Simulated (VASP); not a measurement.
All values below come from vdW-DF-cx, VASP's PBE PAW potentials (set 64) (plane waves; VASP).

VASP input:

**POSCAR**
```
La
1
    1.8357304052    -3.1795785402     0.0000000000
    1.8357304052     3.1795785402    -0.0000000000
    0.0000000000     0.0000000000    11.7189398255
La
4
Direct
  0.0000000000   0.0000000000   0.5000000000
  0.0000000000   0.0000000000   0.0000000000
  0.3333330000   0.6666670000   0.2500000000
  0.6666670000   0.3333330000   0.7500000000
```

### KPOINTS
```
Automatic
0
Gamma
11 11 3
```

INCAR:
```
! general
SYSTEM   = La
PREC     = Accurate
ENCUT    = 520   ! plane-wave cut-off (eV)
LREAL    = .FALSE.
LASPH    = .TRUE.

! electronic loop
EDIFF    = 1E-7
NELM     = 100   ! most electronic steps
ALGO     = Normal   ! blocked Davidson
LMAXMIX  = 6   ! l cut-off of mixed one-centre charges

! smearing
ISMEAR   = -5

! functional
GGA      = CX
LUSE_VDW = .TRUE.
AGGAC    = 0.0

! ions
ISIF     = 2   ! forces and stress, cell fixed

! output
LWAVE    = .FALSE.
LCHARG   = .TRUE.
LORBIT   = 11
NEDOS    = 601   ! DOS grid

! other
LEFG     = .TRUE.
```

POTCAR, in this order: La (PBE.64 set). Program: vasp_std.

Output

**OUTCAR**
```
 ion  position               nearest neighbor table
   1  0.000  0.000  0.500-   3 3.62   4 3.62   4 3.62   3 3.62   4 3.62   3 3.62
   2  0.000  0.000  0.000-   3 3.62   4 3.62   4 3.62   3 3.62   4 3.62   3 3.62
   3  0.333  0.667  0.250-   1 3.62   2 3.62   1 3.62   2 3.62   1 3.62   2 3.62
   4  0.667  0.333  0.750-   1 3.62   2 3.62   1 3.62   2 3.62   1 3.62   2 3.62
  LATTYP: Found a hexagonal cell.
 ALAT       =     3.6714609917
 C/A-ratio  =     3.1919009495
 Subroutine PRICEL returns:
 Original cell was already a primitive cell.
 Subroutine GETGRP returns: Found 24 space group operations
The static configuration has the point symmetry D_3d.
 The point group associated with its full space group is D_6h.
The dynamic configuration has the point symmetry D_3d.
 Subroutine INISYM returns: Found 24 space group operations
 Subroutine IBZKPT returns following result:
 Found     32 irreducible k-points:

 Following reciprocal coordinates:
            Coordinates               Weight
  0.000000  0.000000  0.000000      1.000000
  0.090909  0.000000  0.000000      6.000000
  0.181818  0.000000  0.000000      6.000000
  0.272727  0.000000  0.000000      6.000000
  0.363636 -0.000000  0.000000      6.000000
  0.454545 -0.000000  0.000000      6.000000
  0.090909  0.090909  0.000000      6.000000
  0.181818  0.090909  0.000000     12.000000
  0.272727  0.090909  0.000000     12.000000
  0.363636  0.090909  0.000000     12.000000
  0.454545  0.090909  0.000000      6.000000
  0.181818  0.181818  0.000000      6.000000
  0.272727  0.181818  0.000000     12.000000
  0.363636  0.181818  0.000000     12.000000
  0.272727  0.272727  0.000000      6.000000
  0.363636  0.272727  0.000000      6.000000
  0.000000  0.000000  0.333333      2.000000
  0.090909  0.000000  0.333333     12.000000
  0.181818  0.000000  0.333333     12.000000
  0.272727  0.000000  0.333333     12.000000
...
```

### OSZICAR
```
       N       E                     dE             d eps       ncg     rms          rms(c)
DAV:   1     0.572550420168E+03    0.57255E+03   -0.14923E+04  1664   0.236E+03
DAV:   2     0.123182967145E+03   -0.44937E+03   -0.44391E+03  2568   0.457E+02
DAV:   3     0.450580411948E+01   -0.11868E+03   -0.11782E+03  3048   0.282E+02
DAV:   4    -0.932428616629E+01   -0.13830E+02   -0.13635E+02  3072   0.980E+01
DAV:   5    -0.112496541283E+02   -0.19254E+01   -0.18759E+01  3288   0.330E+01    0.546E+00
DAV:   6    -0.114533096591E+02   -0.20366E+00   -0.25260E+00  3160   0.112E+01    0.281E+00
DAV:   7    -0.114885555823E+02   -0.35246E-01   -0.44984E-01  3128   0.489E+00    0.714E-01
DAV:   8    -0.115046860034E+02   -0.16130E-01   -0.93068E-02  3240   0.211E+00    0.437E-01
DAV:   9    -0.115147438772E+02   -0.10058E-01   -0.25030E-02  2960   0.106E+00    0.406E-01
DAV:  10    -0.115075484870E+02    0.71954E-02   -0.91245E-03  2848   0.722E-01    0.427E-01
DAV:  11    -0.115239601186E+02   -0.16412E-01   -0.51798E-02  2320   0.222E+00    0.695E-01
DAV:  12    -0.115242554854E+02   -0.29537E-03   -0.11385E-02  2928   0.114E+00    0.141E-01
DAV:  13    -0.115244070999E+02   -0.15161E-03   -0.82082E-04  3120   0.206E-01    0.141E-01
DAV:  14    -0.115241082780E+02    0.29882E-03   -0.81114E-04  2824   0.286E-01    0.190E-02
DAV:  15    -0.115241241299E+02   -0.15852E-04   -0.19872E-04  3080   0.125E-01    0.327E-02
DAV:  16    -0.115241115447E+02    0.12585E-04   -0.26635E-05  2878   0.567E-02    0.966E-03
DAV:  17    -0.115241131405E+02   -0.15958E-05   -0.18524E-05  3064   0.438E-02    0.114E-02
DAV:  18    -0.115241122939E+02    0.84661E-06   -0.17797E-06  2592   0.157E-02    0.766E-03
DAV:  19    -0.115241115212E+02    0.77262E-06   -0.24479E-06  2752   0.179E-02    0.499E-04
DAV:  20    -0.115241114209E+02    0.10036E-06   -0.13478E-07  1560   0.587E-03    0.136E-03
DAV:  21    -0.115241113518E+02    0.69085E-07   -0.32845E-08  1202   0.417E-03
   1 F= -.11524111E+02 E0= -.11524111E+02  d E =0.000000E+00
```

File OUTCAR:
```
------------------------ aborting loop because EDIFF is reached ----------------------------------------
  FORCE on cell =-STRESS in cart. coord.  units (eV):
  Direction    XX          YY          ZZ          XY          YZ          ZX
  --------------------------------------------------------------------------------------
  Total        0.0980303      0.0980303     -0.0702596      0.0000000     -0.0000000      0.0000000
  in kB        1.1480849      1.1480851     -0.8228476      0.0000000     -0.0000000      0.0000000
  external PRESSURE =       0.4911074 kB  Pullay stress =       0.0000000 kB
  volume of cell :      136.80
      direct lattice vectors                 reciprocal lattice vectors
     1.835730405 -3.179578540  0.000000000     0.272371149 -0.157253546  0.000000000
     1.835730405  3.179578540  0.000000000     0.272371149  0.157253546  0.000000000
     0.000000000  0.000000000 11.718939825     0.000000000  0.000000000  0.085331951
 POSITION                                       TOTAL-FORCE (eV/Angst)
 -----------------------------------------------------------------------------------
      0.00000      0.00000      5.85947         0.000000      0.000000      0.000000
      0.00000      0.00000      0.00000         0.000000      0.000000      0.000000
      1.83573      1.05986      2.92973        -0.000000     -0.000000      0.000000
      1.83573     -1.05986      8.78920        -0.000000      0.000000     -0.000000
 -----------------------------------------------------------------------------------
    total drift:                                0.000000      0.000000      0.000000
  FREE ENERGIE OF THE ION-ELECTRON SYSTEM (eV)
  ---------------------------------------------------
  free  energy   TOTEN  =       -11.5241113518 eV

  energy  without entropy=      -11.5241113518  energy(sigma->0) =      -11.52411135

 total charge

# of ion       s       p       d       f       tot
--------------------------------------------------
    1        2.058   5.530   0.960   0.102   8.650
    2        2.058   5.530   0.960   0.102   8.650
    3        2.061   5.537   0.950   0.094   8.643
    4        2.061   5.537   0.950   0.094   8.643
--------------------------------------------------
tot          8.239  22.133   3.821   0.393  34.585

 Electric field gradients after diagonalization (V/A^2)
 (convention: |V_zz| > |V_xx| > |V_yy|)
----------------------------------------------------------------------
 ion       V_xx      V_yy      V_zz     asymmetry (V_yy - V_xx)/ V_zz
----------------------------------------------------------------------
   1     -15.188   -15.188    30.375       0.000
   2     -15.188   -15.188    30.375       0.000
   3     -17.563   -17.562    35.125       0.000
   4     -17.563   -17.562    35.125       0.000
```
(Selected blocks of OUTCAR.)

For a metal the tetrahedron method with Blöchl corrections gives inexact stress and forces.

The compound is La in the dhcp structure. It was relaxed first, which changed the volume by -9 %.
